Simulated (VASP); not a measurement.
These are PBEsol GGA, VASP's PBE PAW potentials (set 64) (plane waves; VASP 6.6.1) values and carry that method's errors.

VASP input:

File POSCAR:
```
GaIn3P4
1
    5.7647344972    -0.0000000000    -0.0000000000
   -0.0000000000     5.7647344972     0.0000000000
   -0.0000000000    -0.0000000000     5.7647344972
In P Ga
3 4 1
Direct
  0.0000000000   0.0000000000   0.0000000000
  0.5000000000   0.5000000000   0.0000000000
  0.5000000000   0.0000000000   0.5000000000
  0.2388618986   0.2611381014   0.2611381014
  0.7611381014   0.7388618986   0.2611381014
  0.7611381014   0.2611381014   0.7388618986
  0.2388618986   0.7388618986   0.7388618986
  0.0000000000   0.5000000000   0.5000000000
```

### INCAR
```
SYSTEM = GaIn3P4
PREC = Accurate; ENCUT = 400; LREAL = .False.
LASPH = .True.
EDIFF = 1E-6; NELM = 100; ALGO = Normal
LMAXMIX = 4
ISMEAR = 0; SIGMA = 0.05
GGA = PS
IBRION = 2; NSW = 60; ISIF = 3
EDIFFG = -0.02
LWAVE = .False.; LCHARG = .False.
```

### KPOINTS
```
Automatic
0
gamma
  4 4 4
```

POTCAR, in this order: In_d P Ga_d (PBE.64 set). Program: vasp_std.

Question: What will the output report for the number of irreducible k-points (NKPTS), number of bands (NBANDS), largest plane-wave count, number of space-group operations, FFT grid (NGX, NGY, NGZ)?

Answer: 
```yaml
number of irreducible k-points (NKPTS): 10
number of bands (NBANDS): 43
largest_plane_wave_count: 3514
number_of_space_group_operations: 24
FFT grid (NGX, NGY, NGZ): 40 × 40 × 40
```

The structure was generated: GaIn3P4 was put into an ordered model structure (P-43m), which need not be its known phase. It was relaxed first. The start is the result of an earlier pass.
